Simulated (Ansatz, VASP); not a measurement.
**BiO4: VASP beside Ansatz**

INCAR

```
SYSTEM = BiO4
ALGO = Normal
EDIFF = 1E-6
ENCUT = 520
GGA = PE
ISIF = 2
ISMEAR = 0
LASPH = .TRUE.
LCHARG = .FALSE.
LREAL = .FALSE.
LWAVE = .FALSE.
NBANDS = 28
NELM = 60
PREC = Accurate
SIGMA = 0.1
```

The input KPOINTS:

```
k-points
0
G
  6 6 6
  0 0 0
```

Contents of POSCAR:

```
BiO4
1.0
   -1.9072902900      1.9072902900      4.6835989800
    1.9072902900     -1.9072902900      4.6835989800
    1.9072902900      1.9072902900     -4.6835989800
Bi O
1 4
Direct
    0.0000000000      0.0000000000      0.0000000000
    0.2500000000      0.7500000000      0.5000000000
    0.7500000000      0.2500000000      0.5000000000
    0.3847291800      0.3847291800      0.0000000000
    0.6152708200      0.6152708200      0.0000000000
```

Input for Ansatz:

```yaml
crystal:
  lattice:
    - [-1.90729029, 1.90729029, 4.68359898]
    - [1.90729029, -1.90729029, 4.68359898]
    - [1.90729029, 1.90729029, -4.68359898]
  atoms:
    - { symbol: Bi, position: [0.0, 0.0, 0.0] }
    - { symbol: O, position: [0.25, 0.75, 0.5] }
    - { symbol: O, position: [0.75, 0.25, 0.5] }
    - { symbol: O, position: [0.38472918, 0.38472918, 0.0] }
    - { symbol: O, position: [0.61527082, 0.61527082, 0.0] }
basis:
  ecutwfc: 420
kpoints:
  mp_grid: { grid: [6, 6, 6] }
hamiltonian:
  xc: pbe
scf:
  occupations: { method: gaussian, width: 0.1 }
  lower_state_search: "off"
output:
  forces: true
  stress: true
  eigenvalues: true
```

Change from the starting cell: species swapped into the CaGa4 type (I4/mmm, No. 139).

Alike in both runs: task single point; functional PBE; k mesh 6 × 6 × 6; occupations gaussian, width 0.1 eV; no spin polarisation.

|  | VASP | Ansatz |
| --- | --- | --- |
| version | VASP 6.6.1 | Ansatz 0.2.0 |
| potentials or method | VASP PAW PBE potentials, release 64 (Bi_d, O) | scalar-relativistic, plane waves, PAW |
| plane-wave cutoff (eV) | 520 | 420 |
| valence electrons in the cell | 39 | 39 |

```tsv
	VASP	Ansatz	Ansatz less VASP
gap on the k mesh at the Fermi level (eV)	none	none	-
pressure (GPa)	-14.4	-14.2	+0.21
largest component of the traceless stress (GPa)	10.88	10.88	0.000
rms of the force components (eV/Å)	0.579	0.581	+0.0020
```

Atom by atom the forces differ by 0.002 eV/Å (rms over components). A gap of «none» marks a metal or a gap that the smearing closes.

Caveats: the k mesh is coarse (spacing up to 0.39 Å⁻¹), so the values aren't converged; spin-orbit coupling is left out, which moves the levels of the heavy elements; an odd number of electrons without spin polarisation forces a metal; a magnetic or distorted state may lie lower.
